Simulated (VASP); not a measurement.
Shape and ions are relaxed at each volume.

Here is the system:

Space group P6₃mc (No. 186); a = b = 4.135 Å, c = 6.719 Å, α = β = 90.00°, γ = 120.00°

```csv
atom,site,symmetry,x,y,z
Cd,2b,3m.,0.3333,0.6667,0.0000
S,2b,3m.,0.3333,0.6667,0.3770
```

Calculation: PBEsol GGA, VASP's PBE PAW potentials (set 64) (plane waves; VASP). Settings: 520 eV cut-off, 6×6×4 Γ-centred mesh, Gaussian smearing of 0.050 eV, potentials Cd S.

### Question
Give the energy at these volumes per atom, relative to the lowest: 23.37, 24.12, 24.87, 25.61, 26.36 Å³.

### Answer
19.4, 4.6, 0.0, 3.9, 15.0 meV/atom. A third-order Birch-Murnaghan fit gives B0 = 61.0 GPa and B0′ = 4.6.

Measured: bulk modulus 60.7 GPa (computed value off by +0.5 %), as given by Cormac Toher et al., Physical Review Materials (2017), arXiv:1611.05714. The calculation is for a static lattice, while the measured bulk modulus holds thermal and zero-point effects, which are part of the difference.

The compound is CdS in the wurtzite structure. It was relaxed first.
